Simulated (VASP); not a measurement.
Energy against volume of PtAl$_{2}$ (fluorite). All values below come from vdW-DF2, VASP's PBE PAW potentials (set 64) (plane waves; VASP 6.6.1). Settings: 520 eV cut-off, 9×9×9 Γ-centred mesh, first-order Methfessel-Paxton smearing of 0.10 eV, potentials Al Pt.

```tsv
V (Å³/atom)	E (eV/atom)
17.999	-2.98700
18.556	-2.99189
19.112	-2.98573
19.669	-2.97032
```

Problem. Fit these four points and predict the energy of the run at 17.442 Å³/atom.

Solution. A cubic in V^(−2/3), the third-order Birch-Murnaghan form, passes through the four points with V0 = 18.51 Å³/atom and B0 = 107 GPa, and gives -2.9689 eV/atom there. The run gave -2.9689 eV/atom, -0.1 meV/atom from the fit; all five points give B0 = 107 GPa.

The compound is PtAl2 in the fluorite structure. It was relaxed first, which changed the volume by +8 %.
